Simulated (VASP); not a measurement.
Computed with LDA (Ceperley-Alder, Perdew-Zunger), VASP's LDA PAW potentials (set 64) (plane waves; VASP 6.6.1).

Input for VASP

INCAR:
```
# general
SYSTEM  = LaBi2ClO4
PREC    = Accurate
ENCUT   = 400
LREAL   = .False.
LASPH   = .True.

# electronic loop
EDIFF   = 1E-6
NELM    = 100
ALGO    = Normal
LMAXMIX = 6

# smearing
ISMEAR  = -1
SIGMA   = 0.02

# ions
ISIF    = 2

# output
LWAVE   = .False.
LCHARG  = .False.
```

POSCAR:
```
LaBi2ClO4
1.0
  3.9889000000   0.0000000000   0.0000000000
  0.0000000000   3.9889000000   0.0000000000
  0.0000000000   0.0000000000   9.3331900000
La Bi Cl O
1 2 1 4
Cart
  0.0000000000   0.0000000000   0.0000000000
  1.9944500000   1.9944500000   2.5981734322
  1.9944500000   1.9944500000   6.7350165678
  0.0000000000   0.0000000000   4.6665950000
  0.0000000000   1.9944500000   1.5088034954
  0.0000000000   1.9944500000   7.8243865046
  1.9944500000   0.0000000000   1.5088034954
  1.9944500000   0.0000000000   7.8243865046
```

File KPOINTS:
```
Automatic mesh
0
Gamma
6 6 3
0 0 0
```

POTCAR, in this order: La Bi_d Cl O (LDA.64 set). Program: vasp_std.

What will the output report for the number of irreducible k-points (NKPTS), largest plane-wave count, number of space-group operations, FFT grid (NGX, NGY, NGZ)?

The number of irreducible k-points (NKPTS) is 20 and the largest plane-wave count is 2742. The number of space-group operations is 16. The FFT grid (NGX, NGY, NGZ) is 28 × 28 × 64.

The structure comes from a computed database's LaBi2ClO4 entry (P4/mmm); how it stands against other phases isn't given here. The cell was not relaxed at this level.
